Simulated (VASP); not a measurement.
Level of theory: revPBE GGA, VASP's PBE PAW potentials (set 64) (plane waves; VASP).

VASP ran on this input.

### KPOINTS
```
K-points
0
Gamma
  10 10 6
```

### INCAR
```
! general
SYSTEM =Gd
PREC   =Accurate
ENCUT  =520
LREAL  =.FALSE.
LASPH  =.TRUE.

! electronic loop
EDIFF  =1E-6
NELM   =100
ALGO   =Normal
LMAXMIX=6

! smearing
ISMEAR =1
SIGMA  =0.1

! functional
GGA    =RE

! ions
IBRION =2
NSW    =60
ISIF   =3
EDIFFG =-0.01

! output
LWAVE  =.FALSE.
LCHARG =.FALSE.
```

**POSCAR**
```
Gd
1.0
  1.8518147947  -3.2074370817   0.0000000000
  1.8518147947   3.2074370817   0.0000000000
  0.0000000000   0.0000000000   5.7494739598
Gd
2
direct
  0.3333330000   0.6666670000   0.2500000000
  0.6666670000   0.3333330000   0.7500000000
```

POTCAR, in this order: Gd_3 (PBE.64 set). Program: vasp_std.

Q: What will the output report for the number of irreducible k-points (NKPTS), largest plane-wave count, number of space-group operations, FFT grid (NGX, NGY, NGZ)?

A: 
```yaml
number of irreducible k-points (NKPTS): 56
largest_plane_wave_count: 1858
number_of_space_group_operations: 24
FFT grid (NGX, NGY, NGZ): 28 × 28 × 48
```

The compound is Gd in the hcp structure. It was relaxed first. The start is the result of an earlier pass. The 4f electrons are frozen in the core of the lanthanide potential, so 4f levels, which can set the real gap, and their magnetism are missing.
